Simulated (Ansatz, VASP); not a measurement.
**Si4Cl: VASP beside Ansatz**

```
Si Cl
1.0
    -2.91362    2.91362    2.91362
     2.91362   -2.91362    2.91362
     2.91362    2.91362   -2.91362
Si Cl
4 1
Direct
  0.00000 0.00000 0.50000
  0.50000 0.00000 0.00000
  0.00000 0.50000 0.00000
  0.50000 0.50000 0.50000
  0.00000 0.00000 0.00000
```

Change from the starting cell: species swapped into the Hg4Pt type (Im-3m, No. 229).

Alike in both runs: functional PBE; k mesh 10 × 10 × 10; occupations gaussian, width 0.1 eV; no spin polarisation.

Ansatz relaxed the structure, and its values are those at the end. VASP's run is a single point on that final structure, the one shown.

|  | VASP | Ansatz |
| --- | --- | --- |
| version | VASP 6.6.1 | Ansatz 0.2.0 |
| potentials or method | VASP PAW PBE potentials, release 64 (Si, Cl) | scalar-relativistic, plane waves, PAW |
| plane-wave cutoff (eV) | 520 | 420 |
| valence electrons in the cell | 23 | 23 |

|  | VASP | Ansatz | Ansatz less VASP |
| --- | --- | --- | --- |
| gap on the k mesh at the Fermi level (eV) | none | none | - |
| pressure (GPa) | 0.1 | 0.0 | -0.10 |

A gap of «none» marks a metal or a gap that the smearing closes.

Caveats: an odd number of electrons without spin polarisation forces a metal; a magnetic or distorted state may lie lower.
